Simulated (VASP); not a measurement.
The system is Sc.

```
Sc
1.0
     3.30900    0.00000    0.00000
    -1.65450    2.86568    0.00000
     0.00000    0.00000    5.27330
Sc
2
Direct
  0.33333 0.66667 0.25000
  0.66667 0.33333 0.75000
```

Base run:

* Program: VASP 6.6.1
* Functional: PBE
* Potentials or basis: VASP PAW PBE potentials, release 64 (Sc_sv)
* Cutoff: 520 eV
* k mesh: 11 × 11 × 6
* Occupations: fermi-dirac, width 0.05 eV
* Spin: no spin polarisation

Its results: band gap on the k mesh none (metal or under the smearing width); pressure -0.7 GPa.

Question: After a change of settings the same cell gave: band gap on the k mesh none (metal or under the smearing width); pressure 0.1 GPa. Which change was it?
A. functional from PBE to PBEsol; k mesh from 11 × 11 × 6 to 16 × 16 × 9
B. functional from PBE to PBEsol; cutoff from 520 eV to 700 eV
C. functional from PBE to r2SCAN

Answer: C.

Caveats: the PAW data sets were made with another functional, which shifts forces and pressure a little (some runs).

Not every run made on this cell is shown here.
